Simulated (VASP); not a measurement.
# Cr2IrSe4 (C2/m) in VASP: further runs, part 2 of 2

VASP 6.6.1. The steps go on from the part before.

### Step 3. Single point, PBE

INCAR

```
SYSTEM = Cr2IrSe4
PREC     = Accurate       ! precision mode
ENCUT    = 520            ! plane-wave cutoff, eV
EDIFF    = 1E-6           ! SCF threshold, eV
ISMEAR   = 0              ! smearing method
SIGMA    = 0.1671         ! smearing width, eV
LREAL    = .FALSE.        ! projectors in reciprocal space
LASPH    = .TRUE.         ! aspherical terms in the spheres
NELM     = 80             ! most SCF steps
ALGO     = Fast           ! electronic algorithm
ISIF     = 2              ! what is computed and relaxed
LWAVE    = .FALSE.        ! write WAVECAR
LCHARG   = .TRUE.         ! write CHGCAR
GGA      = PE             ! functional
LELF     = .TRUE.         ! ELF
LVHAR    = .TRUE.       
NBANDS   = 38             ! bands
ISYM     = 0
```

KPOINTS

```
Automatic mesh
0
Gamma
  5 3 5
  0.5 0.5 0.5
```

POSCAR

```
Cr2IrSe4
1.0
    0.0000000000      3.6101460000      0.0000000000
    6.2702530000      0.0000000000      0.0000000000
   -3.0273810000      1.8050730000     -5.8786890000
Ir Cr Se
1 2 4
Direct
    0.5000000000      0.5000000000      0.0000000000
    0.2420000000      0.7673000000      0.5160000000
    0.7580000000      0.2327000000      0.4840000000
    0.8700000000      0.4780000000      0.2600000000
    0.1300000000      0.5220000000      0.7400000000
    0.3810000000      0.9420000000      0.2380000000
    0.6190000000      0.0580000000      0.7620000000
```

Potentials or basis: VASP PAW PBE potentials, release 64 (Ir, Cr_pv, Se).

Command:

```sh
cat potpaw_PBE.64/Ir/POTCAR potpaw_PBE.64/Cr_pv/POTCAR potpaw_PBE.64/Se/POTCAR > POTCAR
mpirun -np 1 vasp_std > vasp.out
```

OUTCAR:

```text
SYSTEM = Cr2IrSe4
   PREC = Accurate
   ENCUT = 520
   EDIFF = 1E-6
   ISMEAR = 0
   LREAL = .FALSE.
   LASPH = .TRUE.
   NELM = 80
   ISIF = 2
   GGA = PE
   ISYM = 0

 ion  position               nearest neighbor table
   1  0.500  0.500  0.000-   6 2.48   7 2.48   4 2.54   5 2.54   5 2.54   4 2.54   3 3.04   2 3.04

   2  0.242  0.767  0.516-   6 2.53   7 2.55   7 2.55   4 2.57   4 2.57   5 2.58   1 3.04
   3  0.758  0.233  0.484-   7 2.53   6 2.55   6 2.55   5 2.57   5 2.57   4 2.58   1 3.04
   4  0.870  0.478  0.260-   1 2.54   1 2.54   2 2.57   2 2.57   3 2.58
   5  0.130  0.522  0.740-   1 2.54   1 2.54   3 2.57   3 2.57   2 2.58
   6  0.381  0.942  0.238-   1 2.48   2 2.53   3 2.55   3 2.55
   7  0.619  0.058  0.762-   1 2.48   3 2.53   2 2.55   2 2.55

IMPORTANT INFORMATION: All symmetrisations will be switched off!
NOSYMM: (Re-)initialisation of all symmetry stuff for point group C_1.

----------------------------------------------------------------------------------------

                                     Primitive cell

  volume of cell :     133.0731

  direct lattice vectors                    reciprocal lattice vectors
     0.000000000  3.610146000  0.000000000     0.000000000  0.276997108  0.085052977
     6.270253000  0.000000000  0.000000000     0.159483198  0.000000000 -0.082129945
    -3.027381000  1.805073000 -5.878689000     0.000000000  0.000000000 -0.170105954

  length of vectors
     3.610146000  6.270253000  6.854364202     0.289760947  0.179388456  0.170105954

  position of ions in fractional coordinates (direct lattice)
     0.500000000  0.500000000  0.000000000
     0.242000000  0.767300000  0.516000000
     0.758000000  0.232700000  0.484000000
     0.870000000  0.478000000  0.260000000
     0.130000000  0.522000000  0.740000000
     0.381000000  0.942000000  0.238000000
     0.619000000  0.058000000  0.762000000

  ion indices of the primitive-cell ions
   primitive index   ion index
                 1           1
                 2           2
                 3           3
                 4           4
                 5           5
                 6           6
                 7           7

----------------------------------------------------------------------------------------

 KPOINTS: Automatic mesh

Automatic generation of k-mesh.
 Grid dimensions read from file:
 generate k-points for:    5    3    5

 Generating k-lattice:

  Cartesian coordinates                     Fractional coordinates (reciprocal lattice)
     0.000000000  0.055399422  0.017010595     0.200000000  0.000000000  0.000000000
     0.053161066  0.000000000 -0.027376648     0.000000000  0.333333333 -0.000000000
     0.000000000  0.000000000 -0.034021191     0.000000000  0.000000000  0.200000000

  Length of vectors
     0.057952189  0.059796152  0.034021191

  Shift w.r.t. Gamma in fractional coordinates (k-lattice)
     0.500000000  0.500000000  0.500000000

 Subroutine IBZKPT returns following result:
 ===========================================

 Found     76 irreducible k-points:

 Following reciprocal coordinates:
            Coordinates               Weight
  0.100000  0.166667  0.100000      2.000000
  0.100000 -0.166667  0.000000      2.000000
  0.300000  0.166667  0.100000      2.000000
  0.300000 -0.166667  0.200000      2.000000
  0.500000  0.166667  0.100000      2.000000
  0.500000 -0.166667  0.400000      2.000000
[... 16 lines left out ...]
  0.300000 -0.166667  0.100000      2.000000
  0.300000  0.166667  0.200000      2.000000
 [... further k-points ...]
   k-points           NKPTS =     76   k-points in BZ     NKDIM =     76   number of bands    NBANDS=     38
   number of dos      NEDOS =    301   number of ions     NIONS =      7
   total plane-waves  NPLWV =  72576
   dimension x,y,z NGX =    28 NGY =   48 NGZ =   54
   dimension x,y,z NGXF=    56 NGYF=   96 NGZF=  108
   ions per type =               1   2   4
   NGX,Y,Z   is equivalent  to a cutoff of  12.89, 12.73, 13.10 a.u.
   NGXF,Y,Z  is equivalent  to a cutoff of  25.79, 25.45, 26.19 a.u.
 SYSTEM =  Cr2IrSe4
   PREC   = accura    normal or accurate (medium, high low for compatibility)
   ISTART =      0    job   : 0-new  1-cont  2-samecut
   ICHARG =      2    charge: 1-file 2-atom 10-const
   ISPIN  =      1    spin polarized calculation?
   LNONCOLLINEAR =      F non collinear calculations
   LSORBIT =      F    spin-orbit coupling
   LASPH  =      T    aspherical Exc in radial PAW
   ENCUT  =  520.0 eV  38.22 Ry    6.18 a.u.   6.71 11.66 12.74*2*pi/ulx,y,z
   NELM   =     80;   NELMIN=  2; NELMDL= -5     # of ELM steps
   EDIFF  = 0.1E-05   stopping-criterion for ELM
   LREAL  =      F    real-space projection
   EDIFFG = 0.1E-04   stopping-criterion for IOM
   NSW    =      0    number of steps for IOM
   IBRION =     -1    ionic relax: 0-MD 1-quasi-New 2-CG
   NFREE  =      0    steps in history (QN), initial steepest desc. (CG)
   ISIF   =      2    stress and relaxation
   ISYM   =      0    0-nonsym 1-usesym 2-fastsym
   POTIM  = 0.5000    time-step for ionic-motion
   TEBEG  =    0.0;   TEEND  =   0.0 temperature during run
   PSTRESS=    0.0 pullay stress
   NELECT =      57.0000    total number of electrons
   NUPDOWN=      -1.0000    fix difference up-down
   EMIN   =  10.00;   EMAX   =-10.00  energy-range for DOS
   EFERMI =   0.00;   METHOD = LEGACY
   ISMEAR =     0;   SIGMA  =   0.17  broadening in eV -4-tet -1-fermi 0-gaus
   EFERMI_NEDOS =   21; number of points for ismear=-14 and -15
   IALGO  =     68    algorithm
   IMIX   =      4    mixing-type and parameters
     AMIX     =   0.40;   BMIX     =  1.00
     AMIX_MAG =   1.60;   BMIX_MAG =  1.00
  volume/ion in A,a.u.               =      19.01       128.29
  Fermi-wavevector in a.u.,A,eV,Ry     =   1.234060  2.332036 20.720375  1.522905
  Thomas-Fermi vector in A             =   2.368765
   LORBIT       =      0    0 simple, 1 ext, 2 COOP (PROOUT), +10 PAW based schemes
   GGA     = PE    functional components
   LHFCALC =     F    Hartree Fock is set to
   AEXX    =    0.0000 exact exchange contribution
   IVDW    =     0    specifies the selected vdW correction
   LEPSILON=     F    determine dielectric tensor
   LRPA    =     F    only Hartree local field effects (RPA)
 non-spin polarized calculation
 RMM-DIIS sequential band-by-band and
 Gauss-broadening in eV      SIGMA  =   0.17
  energy-cutoff  :      520.00
  volume of cell :      133.07
 maximum number of plane-waves:      3603
   NGX = 13   NGY = 23   NGZ = 25

 number of electron      56.9999987 magnetization

 Free energy of the ion-electron system (eV)
  ---------------------------------------------------
  ext. energy  EPLUGINS =         0.00000000
  ---------------------------------------------------
  free energy    TOTEN  =       -42.22394394 eV

  energy without entropy =      -42.03262093  energy(sigma->0) =      -42.12828243

 E-fermi :   6.1939     XC(G=0): -10.7918

 val. band max:        6.1916491425   @ k =  -0.3000  -0.1667   0.1000
 cond. band min:       6.1980567518   @ k =  -0.1000  -0.1667  -0.2000
 fundamental gap:      0.0064076093
 Fermi energy:         6.1939043023

 k-point     1 :       0.1000    0.1667    0.1000
  band No.  band energies     occupation
      1     -37.1148      2.00000
      2     -37.1122      2.00000
      3     -37.0687      2.00000
      4     -37.0646      2.00000
      5     -37.0221      2.00000
      6     -37.0060      2.00000
[... 30 lines left out ...]
     37       8.8548      0.00000
     38      10.0431      0.00000

 k-point     2 :       0.1000   -0.1667    0.0000
  band No.  band energies     occupation
      1     -37.1148      2.00000
      2     -37.1122      2.00000
      3     -37.0687      2.00000
      4     -37.0646      2.00000
      5     -37.0221      2.00000
      6     -37.0060      2.00000
[... 30 lines left out ...]
     37       8.8548      0.00000
     38      10.0425      0.00000
[... 859 lines left out ...]
     37       8.9134      0.00000
     38      11.1270      0.00000

 k-point    24 :       0.3000    0.1667    0.2000
  band No.  band energies     occupation
      1     -37.1132      2.00000
      2     -37.1117      2.00000
      3     -37.0755      2.00000
      4     -37.0730      2.00000
      5     -37.0183      2.00000
      6     -37.0083      2.00000
[... 30 lines left out ...]
     37       8.9134      0.00000
     38      11.1261      0.00000

 [... further k-points ...]
[... 5 lines left out ...]
  --------------------------------------------------------------------------------------
  -------------------------------------------------------------------------------------
  Total       -3.9688785     -3.0455383     -5.4692019     -0.0000144      0.0000691     -0.9828406
  in kB      -47.7846126    -36.6677561    -65.8482475     -0.0001735      0.0008320    -11.8332315
  external PRESSURE =     -50.1002054 kB  Pullay stress =       0.0000000 kB

 VOLUME and BASIS-vectors are now :
 -----------------------------------------------------------------------------
  energy-cutoff  :      520.00
  volume of cell :      133.07
      direct lattice vectors                 reciprocal lattice vectors
     0.000000000  3.610146000  0.000000000     0.000000000  0.276997108  0.085052977
     6.270253000  0.000000000  0.000000000     0.159483198  0.000000000 -0.082129945
    -3.027381000  1.805073000 -5.878689000     0.000000000  0.000000000 -0.170105954

 POSITION                                       TOTAL-FORCE (eV/Angst)
 -----------------------------------------------------------------------------------
      3.13513      1.80507      0.00000        -0.000031     -0.000002      0.000012
      3.24904      1.80507     -3.03340         1.263379      0.000282     -0.109038
     -0.00616      3.61015     -2.84529        -1.263191     -0.000277      0.109031
      2.21006      3.61015     -1.52846        -0.848041     -0.000010     -0.703097
      1.03281      1.80507     -4.35023         0.848106      0.000007      0.703024
      5.18606      1.80507     -1.39913         0.861600     -0.000004     -0.802183
     -1.94319      3.61015     -4.47956        -0.861822      0.000002      0.802252
 -----------------------------------------------------------------------------------
    total drift:                                0.000230      0.000006      0.000023

  FREE ENERGIE OF THE ION-ELECTRON SYSTEM (eV)
  ---------------------------------------------------
  free  energy   TOTEN  =       -42.2239439413 eV

  energy  without entropy=      -42.0326209276  energy(sigma->0) =      -42.12828243
```

Run time: 7.5 min. Hardware: 1 thread of Intel Xeon 6975P-C (Granite Rapids), shared host; peak memory 0.5 GiB.

Results:

| Item | Value |
| --- | --- |
| Free energy | -42.2239 eV |
| Pressure | -5.0 GPa |
| Largest force | 1.268 eV/Å |
| Band gap on the k mesh | none (metal or under the smearing width) |

Forces in eV/Å, atoms in the order of the input:
```
Ir   0.000  0.000  0.000
Cr   1.263  0.000 -0.109
Cr  -1.263  0.000  0.109
Se  -0.848  0.000 -0.703
Se   0.848  0.000  0.703
Se   0.862  0.000 -0.802
Se  -0.862  0.000  0.802
```

Stress tensor (GPa, compression positive):
```
-4.78  0.00 -1.18
 0.00 -3.67  0.00
-1.18  0.00 -6.58
```

Levels at points of the mesh, in eV from the Fermi level:
```tsv
k point	band 24	band 25	band 26	band 27	band 28	band 29	band 30	band 31	band 32	band 33
(0.50, 0.50, 0.50)	-1.77	-1.57	-0.99	-0.63	0.04	0.04	0.20	0.22	0.44	1.03
(0.50, 0.50, 0.00)	-1.77	-1.57	-0.99	-0.63	0.04	0.04	0.20	0.22	0.44	1.03
```

Caveat: the k mesh is coarse (spacing up to 0.38 Å⁻¹), so the values aren't converged; the run has no spin polarisation, though such a crystal can be magnetic; forces of over 1 eV/Å show positions far from the minimum, so gaps and moduli don't describe the material at rest.
